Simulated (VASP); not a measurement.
Consider the following.

```xyz
1
Lattice="-3.0732 3.0732 3.0732 3.0732 -3.0732 3.0732 3.0732 3.0732 -3.0732" Properties=species:S:1:pos:R:3 pbc="T T T"
Cs     0.0000     0.0000     0.0000
```

The numbers are results of PBE GGA, VASP's PBE PAW potentials (set 64) (plane waves; VASP), not measurements. Run with 480 eV cut-off, 8×8×8 Γ-centred mesh, first-order Methfessel-Paxton smearing of 0.10 eV, potentials Cs_sv.

Each relaxation starts from this cell; other phases were not tried.

Q: The cell is relaxed at 1 GPa. What happens?

A: The volume per atom goes from 116.10 to 85.15 Å³ (-26.7 %), and the cell becomes a = b = c = 5.543 Å, α = β = γ = 90.00°, space group Im-3m.

Failed runs are left out, and for metals the shear rows, which the mesh's noise covers.

The compound is Cs in the bcc structure.
